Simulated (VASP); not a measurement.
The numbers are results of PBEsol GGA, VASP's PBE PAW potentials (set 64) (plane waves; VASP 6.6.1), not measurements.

The input files of a VASP run:

**POSCAR**
```
Dy
1
    1.7766706341    -3.0772836131     0.0000000000
    1.7766706341     3.0772836131     0.0000000000
    0.0000000000     0.0000000000     5.5068028363
Dy
2
Direct
  0.3333330000   0.6666670000   0.2500000000
  0.6666670000   0.3333330000   0.7681593572
```

### KPOINTS
```
Automatic
0
G
12 12 6
```

### INCAR
```
! general
SYSTEM  = Dy
PREC    = Accurate
ENCUT   = 480   ! plane-wave cut-off (eV)
LREAL   = .False.   ! projection in real space or not
LASPH   = .True.

! electronic loop
EDIFF   = 1E-7   ! SCF stop (eV)
NELM    = 100   ! most electronic steps
ALGO    = Normal   ! blocked Davidson
LMAXMIX = 6   ! l cut-off of mixed one-centre charges

! smearing
ISMEAR  = 1   ! Methfessel-Paxton
SIGMA   = 0.1   ! width (eV)

! functional
GGA     = PS   ! PBEsol

! ions
ISIF    = 2

! output
LWAVE   = .False.
LCHARG  = .False.
```

POTCAR, in this order: Dy_3 (PBE.64 set). Program: vasp_std.

Output

### OSZICAR
```
       N       E                     dE             d eps       ncg     rms          rms(c)
DAV:   1     0.475867695058E+02    0.47587E+02   -0.85185E+03  2600   0.119E+03
DAV:   2    -0.675556397143E+01   -0.54342E+02   -0.53248E+02  2615   0.303E+02
DAV:   3    -0.982440098649E+01   -0.30688E+01   -0.28638E+01  3622   0.395E+01
DAV:   4    -0.992950908344E+01   -0.10511E+00   -0.10283E+00  3375   0.806E+00
DAV:   5    -0.993334996340E+01   -0.38409E-02   -0.38297E-02  3743   0.107E+00    0.247E+01
DAV:   6    -0.990495264471E+01    0.28397E-01   -0.12146E-01  3210   0.263E+00    0.147E+01
DAV:   7    -0.991101156008E+01   -0.60589E-02   -0.58381E-02  3909   0.223E+00    0.534E-01
DAV:   8    -0.991083585374E+01    0.17571E-03   -0.19094E-03  3345   0.373E-01    0.168E-01
DAV:   9    -0.991063713639E+01    0.19872E-03   -0.11399E-03  3537   0.284E-01    0.669E-02
DAV:  10    -0.991062716842E+01    0.99680E-05   -0.70012E-05  3310   0.773E-02    0.116E-02
DAV:  11    -0.991062710165E+01    0.66776E-07   -0.33188E-06  4041   0.177E-02    0.117E-02
DAV:  12    -0.991062725532E+01   -0.15367E-06   -0.54808E-07  3125   0.583E-03    0.691E-04
DAV:  13    -0.991062723602E+01    0.19299E-07   -0.24377E-08  1910   0.177E-03
   1 F= -.99106272E+01 E0= -.99109700E+01  d E =0.102818E-02
```

File OUTCAR:
```
------------------------ aborting loop because EDIFF is reached ----------------------------------------
  FORCE on cell =-STRESS in cart. coord.  units (eV):
  Direction    XX          YY          ZZ          XY          YZ          ZX
  --------------------------------------------------------------------------------------
  Total       -0.0843594     -0.0843593      0.1612934     -0.0000000      0.0000000      0.0000000
  in kB       -2.2446046     -2.2446043      4.2916398     -0.0000000      0.0000000      0.0000000
  external PRESSURE =      -0.0658564 kB  Pullay stress =       0.0000000 kB
  volume of cell :       60.21
      direct lattice vectors                 reciprocal lattice vectors
     1.776670634 -3.077283613  0.000000000     0.281425263 -0.162480961  0.000000000
     1.776670634  3.077283613  0.000000000     0.281425263  0.162480961  0.000000000
     0.000000000  0.000000000  5.506802836     0.000000000  0.000000000  0.181593572
 POSITION                                       TOTAL-FORCE (eV/Angst)
 -----------------------------------------------------------------------------------
      1.77667      1.02576      1.37670        -0.000000     -0.000000      0.376452
      1.77667     -1.02576      4.23010         0.000000      0.000000     -0.376452
 -----------------------------------------------------------------------------------
    total drift:                                0.000000     -0.000005     -0.000000
  FREE ENERGIE OF THE ION-ELECTRON SYSTEM (eV)
  ---------------------------------------------------
  free  energy   TOTEN  =        -9.9106272360 eV

  energy  without entropy=       -9.9116554131  energy(sigma->0) =       -9.91096996
```
(Selected blocks of OUTCAR.)

The 4f electrons are frozen in the core of the lanthanide potential, so 4f levels, which can set the real gap, and their magnetism are missing.

The compound is Dy in the hcp structure. This cell was strained or had an atom moved on purpose.
